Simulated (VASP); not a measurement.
Input:

```xyz
2
Lattice="0.0000 2.2878 2.2878 2.2878 0.0000 2.2878 2.2878 2.2878 0.0000" Properties=species:S:1:pos:R:3 pbc="T T T"
Hf     0.0000     0.0000     0.0000
C      2.2878     2.2878     2.2878
```

Method: PBEsol GGA, VASP's PBE PAW potentials (set 64) (plane waves; VASP 6.6.1). Run with 620 eV cut-off, 14×14×14 Γ-centred mesh, first-order Methfessel-Paxton smearing of 0.10 eV, potentials Hf_pv C.

The ions, cell shape and volume at an external pressure of 10.0 GPa are relaxed. What does this cell relax into?

```xyz
2
Lattice="0.0000 2.2745 2.2745 2.2745 0.0000 2.2745 2.2745 2.2745 0.0000" Properties=species:S:1:pos:R:3 pbc="T T T"
Hf     0.0000     0.0000     0.0000
C      2.2745     2.2745     2.2745
```
Space group Fm-3m (225), at a tolerance of 0.03 Å.

How do energy and volume change from the first to the last step?

The energy (σ→0) changes by +9.6 meV/atom and the volume by -1.7 %, in 3 ionic steps.

```json
[
 {"step": "1", "E(σ→0) (eV)": "-22.1895", "max force (eV/Å)": "0.000", "pressure (GPa)": "4.95", "volume (Å³)": "23.95"},
 {"step": "2", "E(σ→0) (eV)": "-22.0851", "max force (eV/Å)": "0.000", "pressure (GPa)": "21.84", "volume (Å³)": "22.67"},
 {"step": "3", "E(σ→0) (eV)": "-22.1702", "max force (eV/Å)": "0.000", "pressure (GPa)": "9.94", "volume (Å³)": "23.53"}
]
```

The compound is HfC in the rock salt structure. This run relaxes it under an external pressure of 10 GPa. Symmetry was kept, so distortions that lower it aren't found.
